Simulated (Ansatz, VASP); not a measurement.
# Cross-check of CrSeO (2H-CrOSe, 1 layer) between VASP and Ansatz, part 2 of 2

Aim: how closely do two programs agree when they are given the same cell, functional and k mesh? Of the first pair: The structure shown is the start of the Ansatz relaxation below; VASP solves that cell, so the two are compared at the walk's first step.

VASP 6.6.1 and Ansatz 0.2.0.

So far: The starting structure; Ansatz: relaxation, PBE.

### 3. VASP: single point, PBE, start cell, pair 1

Level of this step: PBE, no spin polarisation; plane waves and PAW (Se, Cr_pv, O) (VASP).

The same cell, functional, mesh and smearing now go to VASP, with its own data sets.

Lines of VASP's logs that name or quote its potential files are left out, and so is its time.

Input file INCAR:

```
SYSTEM = CrSeO
PREC = Accurate
ENCUT = 520
EDIFF = 1E-06
NELM = 120
ISMEAR = -1
SIGMA = 0.05
LREAL = .FALSE.
ALGO = Normal
GGA = PE
NBANDS = 18
LASPH = .TRUE.
LORBIT = 11
LWAVE = .FALSE.
LCHARG = .FALSE.
ISIF = 2
LDIPOL = .TRUE.
IDIPOL = 3
DIPOL = 0.5 0.5 0.508
LVHAR = .TRUE.
GGA_COMPAT = .FALSE.
NELMDL = -8
```

Input file POSCAR:

```
CrSeO
1.0
    2.9267820000      0.0000000000      0.0000000000
   -1.4633910000      2.5346680000      0.0000000000
    0.0000000000      0.0000000000     19.7374760000
Se Cr O
1 1 1
Direct
    0.3333332018      0.6666664036      0.4306528352
    0.9999998685      0.9999997369      0.5219974428
    0.3333332018      0.6666664036      0.5693471648
```

Input file KPOINTS:

```
Automatic mesh
0
Gamma
12 12 1
0 0 0
```

PAW data sets: Se, Cr_pv and O (PBE family, release 64).

Run with:

```console
> mpirun -np 1 vasp_std
```

Numbers of over 12 decimals in the logs are rounded to 6 here.

Log:

```text
[banner, memory and clock lines left out]
running    1 mpi-ranks, on    1 nodes
 distrk:  each k-point on    1 cores,    1 groups
 distr:  one band on    1 cores,    1 groups

 POSCAR found type information on POSCAR SeCrO
 POSCAR found :  3 types and       3 ions
 LDA part: xc-table for (Slater+PW92), standard interpolation
 POSCAR, INCAR and KPOINTS ok, starting setup
 FFT: planning ... GRIDC
 FFT: planning ... GRID_SOFT
 FFT: planning ... GRID
 WAVECAR not read
 entering main loop
       N       E                     dE             d eps       ncg     rms          rms(c)
DAV:   1     0.182377578305E+03    0.18238E+03   -0.12578E+04   852   0.109E+03
DAV:   2    -0.454540831286E+01   -0.18692E+03   -0.18239E+03   838   0.280E+02
DAV:   3    -0.253744285792E+02   -0.20829E+02   -0.20642E+02   786   0.921E+01
DAV:   4    -0.258568972378E+02   -0.48247E+00   -0.48153E+00   836   0.149E+01
DAV:   5    -0.258658784067E+02   -0.89812E-02   -0.89786E-02   918   0.191E+00
DAV:   6    -0.258660559820E+02   -0.17758E-03   -0.17757E-03   900   0.225E-01
DAV:   7    -0.258660620184E+02   -0.60364E-05   -0.60364E-05   950   0.341E-02
DAV:   8    -0.258660621284E+02   -0.11000E-06   -0.10995E-06   616   0.409E-03    0.218E+01
DAV:   9    -0.312012152479E+02   -0.53352E+01   -0.12692E+02   868   0.860E+01    0.357E+01
DAV:  10    -0.214320971609E+02    0.97691E+01   -0.11061E+02   790   0.903E+01    0.916E+00
DAV:  11    -0.208142175963E+02    0.61788E+00   -0.94629E+00   724   0.210E+01    0.267E+00
DAV:  12    -0.207034911921E+02    0.11073E+00   -0.19423E+00   916   0.807E+00    0.196E+00
DAV:  13    -0.206686868362E+02    0.34804E-01   -0.45656E-01   846   0.394E+00    0.766E-01
DAV:  14    -0.206635869657E+02    0.50999E-02   -0.44481E-02   756   0.170E+00    0.239E-01
[...]
DAV:  22    -0.206634533047E+02   -0.26205E-04   -0.55095E-06   816   0.155E-02    0.280E-03
DAV:  23    -0.206634682452E+02   -0.14941E-04   -0.67881E-07   558   0.545E-03    0.113E-03
DAV:  24    -0.206634741127E+02   -0.58675E-05   -0.67106E-07   574   0.299E-03    0.711E-04
DAV:  25    -0.206634822535E+02   -0.81407E-05   -0.32204E-07   584   0.251E-03    0.699E-04
DAV:  26    -0.206634850754E+02   -0.28219E-05   -0.85783E-08   474   0.184E-03    0.376E-04
DAV:  27    -0.206634876645E+02   -0.25891E-05   -0.87817E-08   528   0.108E-03    0.223E-04
DAV:  28    -0.206634886752E+02   -0.10107E-05   -0.26301E-08   440   0.633E-04    0.871E-05
DAV:  29    -0.206634889146E+02   -0.23948E-06   -0.12881E-08   440   0.518E-04
   1 F= -.20663489E+02 E0= -.20654351E+02  d E =-.182749E-01
```

OUTCAR, selected parts (step 3):

```text
ion  position               nearest neighbor table
   1  0.333  0.667  0.431-   2 2.47   2 2.47   2 2.47
   2  1.000  1.000  0.522-   3 1.93   3 1.93   3 1.93   1 2.47   1 2.47   1 2.47
   3  0.333  0.667  0.569-   2 1.93   2 1.93   2 1.93

  LATTYP: Found a hexagonal cell.
 ALAT       =     2.9267820000
 C/A-ratio  =     6.7437465448

 Subroutine GETGRP returns: Found  6 space group operations
 (whereof  6 operations were pure point group operations)

The static configuration has the point symmetry C_3v.

 Found     19 irreducible k-points:

   k-points           NKPTS =     19   k-points in BZ     NKDIM =     19   number of bands    NBANDS=     18

   dimension x,y,z NGX =    24 NGY =   24 NGZ =  150
   dimension x,y,z NGXF=    48 NGYF=   48 NGZF=  300

   ENCUT  =  520.0 eV  38.22 Ry    6.18 a.u.   5.44  5.44 36.70*2*pi/ulx,y,z

   NELECT =      24.0000    total number of electrons

 k-points in reciprocal lattice and weights: Automatic mesh
   0.00000000  0.00000000  0.00000000       0.007
   0.08333333  0.00000000  0.00000000       0.042
   0.16666667  0.00000000  0.00000000       0.042
   0.25000000  0.00000000  0.00000000       0.042
   0.33333333  0.00000000  0.00000000       0.042
   0.41666667 -0.00000000  0.00000000       0.042
   0.50000000  0.00000000  0.00000000       0.021
   0.08333333  0.08333333  0.00000000       0.042
   0.16666667  0.08333333  0.00000000       0.083
[...]
0.33333333  0.25000000  0.00000000       0.083
   0.33333333  0.33333333  0.00000000       0.014

 dipolmoment           0.000000      0.000000      0.091693 electrons x Angstroem

 average (electrostatic) potential at core
       1 -61.2991       2 -79.5251       3 -78.2293

 E-fermi :  -1.8335

 k-point     1 :       0.0000    0.0000    0.0000
  band No.  band energies     occupation
    ...
      7      -6.8353      2.00000
      8      -6.8353      2.00000
      9      -5.9714      2.00000
     10      -3.0278      2.00000
     11      -3.0278      2.00000
     12      -1.4181      0.00049
     13      -0.0675      0.00000
     14      -0.0675      0.00000
     15       1.1459      0.00000
     16       1.1459      0.00000
    ...

 k-point     2 :       0.0833    0.0000    0.0000
  band No.  band energies     occupation
    ...
      7      -6.9879      2.00000
      8      -6.8031      2.00000
      9      -5.8323      2.00000
     10      -3.2106      2.00000
     11      -3.0934      2.00000
     12      -1.5294      0.00455
     13      -0.1592      0.00000
     14      -0.0490      0.00000
     15       0.4269      0.00000
     16       0.9735      0.00000
    ...

 k-point     3 :       0.1667    0.0000    0.0000
  band No.  band energies     occupation
    ...
      8      -6.7250      2.00000
      9      -5.5353      2.00000
     10      -3.9403      2.00000
     11      -3.2337      2.00000
     12      -1.9212      1.70494
     13      -0.8773      0.00000
     14      -0.1292      0.00000
     15      -0.0743      0.00000
     16       0.6810      0.00000
     17       2.0667      0.00000
    ...

  Total        0.2569052      0.2569053     -0.6697460      0.0000000      0.0000000      0.0000000
  in kB        2.8111263      2.8111273     -7.3285425      0.0000000      0.0000000      0.0000000
  external PRESSURE =      -0.5687630 kB  Pullay stress =       0.0000000 kB

  energy-cutoff  :      520.00
  volume of cell :      146.42
      direct lattice vectors                 reciprocal lattice vectors
     2.926782000  0.000000000  0.000000000     0.341672185  0.197264494  0.000000000
    -1.463391000  2.534668000  0.000000000     0.000000000  0.394528988  0.000000000
     0.000000000  0.000000000 19.737476000     0.000000000  0.000000000  0.050665039

 POSITION                                       TOTAL-FORCE (eV/Angst)
 -----------------------------------------------------------------------------------
      0.00000      1.68978      8.50000        -0.000000      0.000000      0.463482
      1.46339      2.53467     10.30291        -0.000000     -0.000000     -0.667677
      0.00000      1.68978     11.23748         0.000000      0.000000      0.204195
 -----------------------------------------------------------------------------------
    total drift:                                0.000000      0.001340      0.001219

  FREE ENERGIE OF THE ION-ELECTRON SYSTEM (eV)
  ---------------------------------------------------
  free  energy   TOTEN  =       -20.6634889146 eV

  energy  without entropy=      -20.6452139651  energy(sigma->0) =      -20.65435144

 vacuum level on the upper side and lower side of the slab         4.409         2.173

 total charge
# of ion       s       p       d       tot
------------------------------------------
    1        1.503   2.274   0.074   3.852
    2        0.309   6.359   4.213  10.881
    3        1.579   3.378   0.000   4.957
--------------------------------------------------
tot          3.391  12.011   4.288  19.690

[... 3 further parts left out ...]
```

This run has no spin polarisation, so a moment on Cr, if there is one, isn't seen.

### 4. Differences

Known differences besides the potentials themselves: the data sets hold 36 valence electrons in Ansatz (on its default PAW (the set named soft_2) files) and 24 in VASP; the cutoff is 420 eV in Ansatz and 520 eV in VASP. Total energies have different zeros and are not compared.

Forces (eV/Å; atoms numbered as in POSCAR):

```
atom        Ansatz x, y, z          VASP x, y, z
 Se1   0.000, 0.000, 0.502   0.000, 0.000, 0.463
 Cr2  0.000, 0.000, -0.668  0.000, 0.000, -0.668
  O3   0.000, 0.000, 0.166   0.000, 0.000, 0.204
```

The forces differ by 18 meV/Å r.m.s., which is 6.5 % of the r.m.s. force of 0.279 eV/Å (both taken over all components). With vacuum in the cell, a pressure given here is an average over mostly empty space and none of the material.

### 5. Other set-ups

Further runs change the set-up of one program: Ansatz's method, potentials or start, or VASP's data sets, cutoff or form of LDA. The table gives that difference for each run.

```csv
run,r.m.s. force difference (meV/Å)
as above,18
"VASP with the data sets Se_sv_GW, Cr and O and a cutoff of 620 eV",19
```

### 6. Ansatz: relaxation, PBE

This run makes the geometry at which the two programs are then compared.

The structure compared here is the end of the Ansatz relaxation.

Input file input.yaml:

```yaml
crystal:
  lattice:
    - [2.926782, 0.0, 0.0]
    - [-1.463391, 2.5346675633, 0.0]
    - [0.0, 0.0, 19.7374756374]
  atoms:
    - { symbol: Se, position: [0.3333333333, 0.6666666667, 0.4306528432] }
    - { symbol: Cr, position: [0.0, 0.0, 0.5219974294] }
    - { symbol: O, position: [0.3333333333, 0.6666666667, 0.5693471568] }
kpoints:
  mp_grid: { grid: [12, 12, 1] }
hamiltonian:
  xc: pbe
scf:
  occupations: { method: fermi_dirac, width: 0.05 }
  convergence: { dr2_threshold: 1.0e-08 }
efield:
  axis: 3
  dipole_correction: true
  ramp_position: 0.97
  ramp_width: 0.04
relax:
  f_tol: 0.01
  cell: { fix: [c, alpha, beta] }
output:
  write_potential: true
  write_density: true
  volumetric_format: npy
```

Run with:

```console
> ansatz run input.yaml --threads 4 --pin off --max-ram 8192MiB --backend cpu --events-out ev --progress --plain --runs-dir out
```

Log:

```text
[...]
Crystal: 3 atoms, lattice volume = 146.421 Å³
Basis set: ecut = 420 eV, 2837 PW (Γ), exchange–correlation on 40×40×270 points (8 copies of the dense FFT grid, shifted against one another)
[...]
cell:  # Å, volume = 146.9920 Å³
    - [2.932485, 0.0, 0]
    - [-1.466242, 2.539606, 0]
    - [0, 0, 19.7374756374]
  atoms:
    - { symbol: Se, position: [0.333333, 0.666667, 0.432450] }
    - { symbol: Cr, position: [0, -3.7007434155248937e-17, 0.520038] }
    - { symbol: O, position: [0.333333, 0.666667, 0.569509] }
[key lines of the parts left out:]
SCF converged after 4 iterations
Free energy (F): -9414.485303 eV
Fermi energy:    -0.278474 eV
Dipole field:    D = -0.127941 V/Å  (p = -0.103930 e·Å, saw-weighted, corrected)
Work function:   Φ+ = 6.4799 eV   Φ− = 3.9547 eV
P = ⅓ Tr σ = -0.0048 GPa (-0.048 kbar)
```

### 7. VASP: single point, PBE, relaxed cell, pair 2

The same cell, functional, mesh and smearing now go to VASP, with its own data sets.

Changes to INCAR since step 3:

```diff
@@ -2,3 +2,3 @@
 PREC = Accurate
-ENCUT = 520
+ENCUT = 600
 EDIFF = 1E-06
```

Input file POSCAR:

```
CrSeO
1.0
    2.9324849641      0.0000000000      0.0000000000
   -1.4662424821      2.5396064751      0.0000000000
    0.0000000000      0.0000000000     19.7374756374
Se Cr O
1 1 1
Direct
    0.3333333333      0.6666666667      0.4324501145
    1.0000000000      0.0000000000      0.5200379893
    0.3333333333      0.6666666667      0.5695093257
```

KPOINTS is that of step 3.

Run with:

```console
> mpirun -np 1 vasp_std
```

Log:

```text
[... set-up lines as in an earlier step ...]
 entering main loop
       N       E                     dE             d eps       ncg     rms          rms(c)
DAV:   1     0.191297187275E+03    0.19130E+03   -0.13166E+04   836   0.122E+03
DAV:   2    -0.352729068920E+01   -0.19482E+03   -0.19099E+03   838   0.287E+02
DAV:   3    -0.254338395942E+02   -0.21907E+02   -0.21690E+02   828   0.944E+01
DAV:   4    -0.259422442113E+02   -0.50840E+00   -0.50769E+00   836   0.152E+01
[...]
DAV:  27    -0.206891534157E+02   -0.20777E-05   -0.52804E-08   472   0.129E-03    0.190E-04
DAV:  28    -0.206891545008E+02   -0.10851E-05   -0.39312E-08   496   0.734E-04    0.140E-04
DAV:  29    -0.206891547844E+02   -0.28367E-06   -0.80262E-09   444   0.347E-04
   1 F= -.20689155E+02 E0= -.20682535E+02  d E =-.132389E-01
```

From OUTCAR (step 7):

```text
  Total        0.0849859      0.0849859      0.0544768     -0.0000000      0.0000000     -0.0000000
  in kB        0.9263256      0.9263256      0.5937840     -0.0000000      0.0000000     -0.0000000
  external PRESSURE =       0.8154784 kB  Pullay stress =       0.0000000 kB

 POSITION                                       TOTAL-FORCE (eV/Angst)
 -----------------------------------------------------------------------------------
     -0.00000      1.69307      8.53547         0.000000      0.000000     -0.033514
      0.00000      0.00000     10.26424         0.000000     -0.000000     -0.002979
     -0.00000      1.69307     11.24068        -0.000000      0.000000      0.036493
 -----------------------------------------------------------------------------------
    total drift:                                0.000000     -0.000000      0.000241

  FREE ENERGIE OF THE ION-ELECTRON SYSTEM (eV)
  ---------------------------------------------------
  free  energy   TOTEN  =       -20.6891547844 eV

  energy  without entropy=      -20.6759158642  energy(sigma->0) =      -20.68253532

[... 1 part as in an earlier step ...]

[... 2 further parts left out ...]
[key lines of the parts left out:]
E-fermi :  -1.9541
```

### 8. Comparison

What differs besides the data sets and the points named for the pairs above, as far as they apply: the data sets hold 36 valence electrons in Ansatz (on its default PAW (the set named soft_2) files) and 24 in VASP; the cutoff is 420 eV in Ansatz and 600 eV in VASP; Ansatz's pressure holds a Pulay correction, VASP's none. Total energies have different zeros and are not compared.

Both answers:

| quantity | Ansatz | VASP | difference |
| --- | --- | --- | --- |
| pressure (GPa) | 0.00 | 0.08 | -0.09 |
| work function, lower of the two faces (eV) | 3.95 | 3.97 | -0.01 |
| work function, higher of the two faces (eV) | 6.48 | 6.53 | -0.05 |

At this near-relaxed geometry the largest component of a force difference is 39 meV/Å. With vacuum in the cell, a pressure given here is an average over mostly empty space and none of the material.

### 9. Outcome

```
r.m.s. force difference (single point, PBE, start cell, pair 1)   : 6.5 % of the r.m.s. force
r.m.s. force difference (single point, PBE, relaxed cell, pair 2) : 18 meV/Å
```

What this shows: The r.m.s. force difference is 6.5 % of the r.m.s. force (single point, PBE, start cell, pair 1), beyond the 3 % picked in this series as the mark of a large difference. The data sets hold unlike numbers of valence electrons (36 in Ansatz and 24 in VASP), so part of the differences comes from the potentials. For single point, PBE, start cell, pair 1, no further run moves any of the tabulated differences by more than a quarter of its size. What causes the difference of the single point, PBE, relaxed cell, pair 2 pair stays open here. How closely two codes agree says nothing of how well the functional describes the real material.

[Lines on the potential files, build, host, timing and source positions are cut from VASP's logs without a mark.]

[Logs are printed without paths, hosts, clocks, repeated set-up lines and the standing remarks that a program may print on its own settings, such as how far it seeks lower states.]

[Hosts, paths, dates, database ids (printed as entryN), source tags and the programs' standing remarks are cut or masked in the printed files.]
